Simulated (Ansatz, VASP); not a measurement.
ScSiC3: VASP beside Ansatz

```xyz
5
Lattice="3.9912 0.0000 0.0000 -1.9956 3.4565 0.0000 0.0000 0.0000 4.9817" Properties=species:S:1:pos:R:3 pbc="T T T"
Sc    0.0000    0.0000    2.4909
Si    0.0000    0.0000    0.0000
C     1.9956    0.0000    0.0000
C    -0.9978    1.7282    0.0000
C     0.9978    1.7282    0.0000
```

Alike in both runs: functional PBE; k mesh 6 × 6 × 4; occupations gaussian, width 0.1 eV; no spin polarisation.

Ansatz relaxed the structure, and its values are those at the end. VASP's run is a single point on that final structure, the one shown.

```csv
,VASP,Ansatz
version,VASP 6.6.1,Ansatz 0.2.0
potentials or method,"VASP PAW PBE potentials, release 64 (Sc_sv, Si, C)","scalar-relativistic, plane waves, PAW"
plane-wave cutoff (eV),520,420
valence electrons in the cell,27,27
```

|  | VASP | Ansatz | Ansatz less VASP |
| --- | --- | --- | --- |
| gap on the k mesh at the Fermi level (eV) | none | none | - |
| pressure (GPa) | 0.0 | 0.0 | -0.03 |

A gap of «none» marks a metal or a gap that the smearing closes.
